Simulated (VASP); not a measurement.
Consider the following.

```xyz
3
Lattice="0.0000 2.5991 2.5991 2.5991 0.0000 2.5991 2.5991 2.5991 0.0000" Properties=species:S:1:pos:R:3 pbc="T T T"
Co     0.0000     0.0000     0.0000
Si     1.2996     1.2996     1.2996
Si     3.8987     3.8987     3.8987
```

Method: PBE GGA, VASP's PBE PAW potentials (set 64) (plane waves; VASP 6.6.1). Run with 500 eV cut-off, 10×10×10 Γ-centred mesh, first-order Methfessel-Paxton smearing of 0.10 eV, potentials Co Si.

Energy and stress use the plane-wave basis of the starting cell.

The ions, cell shape and volume at an external pressure of 30.0 GPa are relaxed. Which structure does the run end with?

```xyz
3
Lattice="0.0000 2.5691 2.5691 2.5691 0.0000 2.5691 2.5691 2.5691 0.0000" Properties=species:S:1:pos:R:3 pbc="T T T"
Co     2.5691     5.1382     2.5691
Si     1.2846     1.2846     1.2846
Si     3.8537     3.8537     3.8537
```
Space group Fm-3m (225), at a tolerance of 0.03 Å.

How do energy and volume change from the first to the last step?

The energy (σ→0) changes by +62.1 meV/atom and the volume by -3.4 %, in 4 ionic steps.

```
step  E(σ→0) (eV)  max force (eV/Å)  pressure (GPa)  volume (Å³)
----  -----------  ----------------  --------------  -----------
1        -19.1040             0.000           19.93        35.12
2        -18.2852             0.000           55.51        31.51
3        -18.9238             0.000           29.68        33.95
4        -18.9177             0.000           29.91        33.91
```

The compound is CoSi2 in the fluorite structure. This run relaxes it under an external pressure of 30 GPa. Symmetry was kept, so distortions that lower it aren't found. The run is not spin-polarised, so no magnetic state was tried. The electron count is odd and the run is not spin-polarised, which forces a metal.
